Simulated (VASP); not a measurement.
The system is SrTiO3.

```
CELL_PARAMETERS angstrom
3.94020 0.00000 0.00000
0.00000 3.94020 0.00000
0.00000 0.00000 3.94020
ATOMIC_POSITIONS crystal
Sr 0.50000 0.50000 0.50000
Ti 0.00000 0.00000 0.00000
O 0.50000 0.00000 0.00000
O 0.00000 0.50000 0.00000
O 0.00000 0.00000 0.50000
```

Base run:

* Program: VASP 6.6.1
* Functional: r2SCAN
* Potentials or basis: VASP PAW PBE potentials, release 64 (Sr_sv, Ti_sv, O)
* Cutoff: 520 eV
* k mesh: 8 × 8 × 8
* Occupations: gaussian, width 0.03 eV
* Spin: no spin polarisation

Its results: band gap on the k mesh 2.22 eV, indirect (least direct gap 2.61 eV); pressure -3.7 GPa.

Task: The run is repeated on the same cell with these changes: functional from r2SCAN to PBE. What comes out?

Result: Band gap on the k mesh 1.81 eV, indirect (least direct gap 2.18 eV); pressure 0.1 GPa.

r2SCAN gives the wider gap, since meta-GGAs in the generalised Kohn-Sham scheme recover part of the derivative discontinuity.

Caveats: the PAW data sets were made with another functional, which shifts forces and pressure a little (some runs).
